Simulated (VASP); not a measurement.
Input:

```xyz
3
Lattice="0.0000 3.1252 3.1252 3.1252 0.0000 3.1252 3.1252 3.1252 0.0000" Properties=species:S:1:pos:R:3 pbc="T T T"
Mg     1.5626     1.5626     1.5626
Mg     4.6878     4.6878     4.6878
Si     3.1252     6.2503     3.1252
```

Method: LDA (Ceperley-Alder, Perdew-Zunger), VASP's LDA PAW potentials (set 64) (plane waves; VASP). Numerical set-up: 400 eV cut-off, 14×14×14 Γ-centred mesh, Gaussian smearing of 0.010 eV, potentials Mg Si.

### Question
Give the direction-averaged independent-particle dielectric function (no local fields, no excitons; a broadening of 0.1 eV leaves a tail below the gap, and fine structure carries the noise of the k-mesh).

### Answer

| ħω (eV) | ε₁ | ε₂ |
|---|---|---|
| 0.00 | 16.96 | 0.00 |
| 0.20 | 17.04 | 0.08 |
| 0.50 | 17.48 | 0.22 |
| 0.70 | 18.02 | 0.33 |
| 1.00 | 19.32 | 0.56 |
| 1.20 | 20.64 | 0.79 |
| 1.50 | 23.78 | 1.43 |
| 1.70 | 27.31 | 2.36 |
| 2.00 | 37.55 | 8.82 |
| 2.30 | 40.90 | 33.84 |
| 2.50 | 24.10 | 41.54 |
| 2.80 | 4.88 | 44.54 |
| 3.00 | -11.06 | 44.48 |
| 3.30 | -15.83 | 26.40 |
| 3.50 | -15.65 | 17.37 |
| 3.80 | -11.49 | 11.60 |
| 4.10 | -9.02 | 9.46 |
| 4.30 | -9.62 | 9.15 |
| 4.60 | -8.47 | 6.91 |
| 4.80 | -7.46 | 5.92 |
| 5.10 | -8.20 | 4.58 |
| 5.30 | -6.75 | 3.11 |
| 5.60 | -5.34 | 2.53 |
| 5.80 | -4.89 | 2.96 |
| 6.10 | -4.64 | 2.00 |
| 6.40 | -3.91 | 2.09 |
| 6.60 | -3.94 | 1.55 |
| 6.90 | -3.38 | 1.24 |
| 7.10 | -3.14 | 1.11 |
| 7.40 | -2.71 | 0.85 |
| 7.60 | -2.40 | 0.78 |
| 7.90 | -2.13 | 0.82 |
| 8.20 | -2.03 | 0.61 |
| 8.40 | -1.80 | 0.51 |
| 8.70 | -1.65 | 0.52 |
| 8.90 | -1.49 | 0.40 |
| 9.20 | -1.29 | 0.35 |
| 9.40 | -1.19 | 0.33 |
| 9.70 | -1.00 | 0.30 |
| 10.00 | -0.87 | 0.25 |
ε₂ peaks at 2.7 eV (height 47.9); ε₁(0) averages 16.96, so the electronic refractive index below the gap tends to √16.96 = 4.12.

The compound is Mg2Si in the antifluorite structure. It was relaxed first.
